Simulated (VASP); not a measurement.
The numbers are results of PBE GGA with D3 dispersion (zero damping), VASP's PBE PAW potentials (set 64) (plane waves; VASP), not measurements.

Input for VASP

**INCAR**
```
# general
SYSTEM   =  InP
PREC     =  Accurate
ENCUT    =  520
LREAL    =  .False.   # projection in real space or not
LASPH    =  .True.

# electronic loop
EDIFF    =  1E-6   # SCF stop (eV)
NELM     =  100   # most electronic steps
ALGO     =  Normal   # blocked Davidson
LMAXMIX  =  4   # l cut-off of mixed one-centre charges

# smearing
ISMEAR   =  0
SIGMA    =  0.05

# functional
GGA      =  PE   # PBE
IVDW     =  11

# ions
IBRION   =  2   # conjugate gradients
NSW      =  60   # most ionic steps
ISIF     =  3   # ions, shape and volume
EDIFFG   =  -0.01   # ionic stop

# output
LWAVE    =  .False.
LCHARG   =  .False.
```

### POSCAR
```
InP
1
    0.0000000000     2.9584774858     2.9584774858
    2.9584774858     0.0000000000     2.9584774858
    2.9584774858     2.9584774858     0.0000000000
In P
1 1
Direct
  0.0000000000   0.0000000000   0.0000000000
  0.2500000000   0.2500000000   0.2500000000
```

KPOINTS:
```
Automatic mesh
0
Gamma
7 7 7
0 0 0
```

POTCAR, in this order: In_d P (PBE.64 set). Program: vasp_std.

The run wrote:

### OSZICAR
```
       N       E                     dE             d eps       ncg     rms          rms(c)
DAV:   1     0.112362081510E+03    0.11236E+03   -0.85403E+03   520   0.154E+03
DAV:   2    -0.255543137167E+00   -0.11262E+03   -0.10887E+03   535   0.325E+02
DAV:   3    -0.857391044055E+01   -0.83184E+01   -0.82694E+01   685   0.920E+01
DAV:   4    -0.880004777268E+01   -0.22614E+00   -0.22603E+00   620   0.167E+01
DAV:   5    -0.881028121197E+01   -0.10233E-01   -0.10233E-01   784   0.299E+00    0.545E+00
DAV:   6    -0.842287176891E+01    0.38741E+00   -0.74791E-01   763   0.154E+01    0.335E+00
DAV:   7    -0.839751029267E+01    0.25361E-01   -0.19409E-01   731   0.374E+00    0.122E+00
DAV:   8    -0.839784769222E+01   -0.33740E-03   -0.16186E-02   652   0.185E+00    0.356E-01
DAV:   9    -0.839861053361E+01   -0.76284E-03   -0.23297E-03   630   0.721E-01    0.194E-01
DAV:  10    -0.839865162264E+01   -0.41089E-04   -0.20196E-04   682   0.123E-01    0.134E-01
DAV:  11    -0.839870580666E+01   -0.54184E-04   -0.44573E-05   580   0.506E-02    0.418E-02
DAV:  12    -0.839871956581E+01   -0.13759E-04   -0.41574E-05   600   0.113E-01    0.211E-02
DAV:  13    -0.839871973031E+01   -0.16450E-06   -0.18620E-06   514   0.146E-02
   1 F= -.87833251E+01 E0= -.87833251E+01  d E =-.878333E+01
```

File OUTCAR:
```
------------------------ aborting loop because EDIFF is reached ----------------------------------------
 Edisp (eV)   -0.38461
  FORCE on cell =-STRESS in cart. coord.  units (eV):
  Direction    XX          YY          ZZ          XY          YZ          ZX
  --------------------------------------------------------------------------------------
  Total      -0.00307    -0.00307    -0.00307    -0.00000     0.00000    -0.00000
  in kB      -0.09492    -0.09492    -0.09492    -0.00000     0.00000    -0.00000
  external pressure =       -0.09 kB  Pullay stress =        0.00 kB
  volume of cell :       51.79
      direct lattice vectors                 reciprocal lattice vectors
     0.000000000  2.958477486  2.958477486    -0.169005849  0.169005849  0.169005849
     2.958477486  0.000000000  2.958477486     0.169005849 -0.169005849  0.169005849
     2.958477486  2.958477486  0.000000000     0.169005849  0.169005849 -0.169005849
  FREE ENERGIE OF THE ION-ELECTRON SYSTEM (eV)
  ---------------------------------------------------
  free  energy   TOTEN  =        -8.7833250698 eV

  energy  without entropy=       -8.7833250698  energy(sigma->0) =       -8.78332507

 reached required accuracy - stopping structural energy minimisation
```
(Selected blocks of OUTCAR.)

File OUTCAR:
```
 val. band max:        4.8839074252   @ k =   0.0000   0.0000   0.0000

 cond. band min:       5.4395847215   @ k =   0.0000   0.0000   0.0000


 Fermi energy:         5.1311562031

 k-point     1 :       0.0000    0.0000    0.0000
  band No.  band energies     occupation
      1      -9.2504      2.00000
      2      -9.2504      2.00000
      3      -9.2504      2.00000
      4      -9.1122      2.00000
      5      -9.1122      2.00000
      6      -6.4421      2.00000
      7       4.8839      2.00000
      8       4.8839      2.00000
      9       4.8839      2.00000
     10       5.4396      0.00000
     11       8.9743      0.00000
     12       8.9743      0.00000
     13       8.9743      0.00000

 k-point     2 :       0.1429    0.0000    0.0000
  band No.  band energies     occupation
      1      -9.2717      2.00000
      2      -9.2418      2.00000
      3      -9.2417      2.00000
      4      -9.1120      2.00000
      5      -9.1120      2.00000
      6      -6.2207      2.00000
      7       3.0724      2.00000
      8       4.6602      2.00000
      9       4.6602      2.00000
     10       6.5088      0.00000
     11       9.1864      0.00000
     12       9.3084      0.00000
     13       9.3084      0.00000

 k-point     3 :       0.2857    0.0000    0.0000
  band No.  band energies     occupation
      1      -9.3171      2.00000
      2      -9.2254      2.00000
      3      -9.2254      2.00000
      4      -9.1083      2.00000
      5      -9.1083      2.00000
      6      -5.6205      2.00000
      7       1.0100      2.00000
      8       4.2547      2.00000
      9       4.2547      2.00000
     10       6.5447      0.00000
     11       9.7137      0.00000
     12       9.7137      0.00000
     13      10.5299      0.00000

 k-point     4 :       0.4286    0.0000    0.0000
  band No.  band energies     occupation
      1      -9.3515      2.00000
      2      -9.2161      2.00000
      3      -9.2161      2.00000
...
```

Unless said otherwise, spin-orbit coupling is left out, though it shifts the bands of the heavy elements here.

The compound is InP in the zinc blende structure. It was relaxed first. The start is the result of an earlier pass.
